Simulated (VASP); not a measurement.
Consider the following.

```
Ba
1.0
   -2.51250     2.51250     2.51250
    2.51250    -2.51250     2.51250
    2.51250     2.51250    -2.51250
Ba
1
Direct
  0.00000   0.00000   0.00000
```

Computed with r2SCAN meta-GGA, VASP's PBE PAW potentials (set 64) (plane waves; VASP 6.6.1). Numerical set-up: 400 eV cut-off, 9×9×9 Γ-centred mesh, first-order Methfessel-Paxton smearing of 0.10 eV, potentials Ba_sv.

Energy and stress use the plane-wave basis of the starting cell.

Q: The ions, cell shape and volume are relaxed. Which structure does the run end with?

A: 
```
Ba
1.0
   -2.53821     2.53821     2.53821
    2.53821    -2.53821     2.53821
    2.53821     2.53821    -2.53821
Ba
1
Direct
  0.00000   0.00000   0.00000
```
Space group Im-3m (229), at a tolerance of 0.03 Å.

Q: How do energy and volume change from the first to the last step?

A: The energy (σ→0) changes by -1.9 meV/atom and the volume by +3.1 %, in 6 ionic steps.

The structure comes from a measured Ba entry (Im-3m) of the Crystallography Open Database, whose conditions weren't checked. This run relaxes it. Symmetry was kept, so distortions that lower it aren't found.
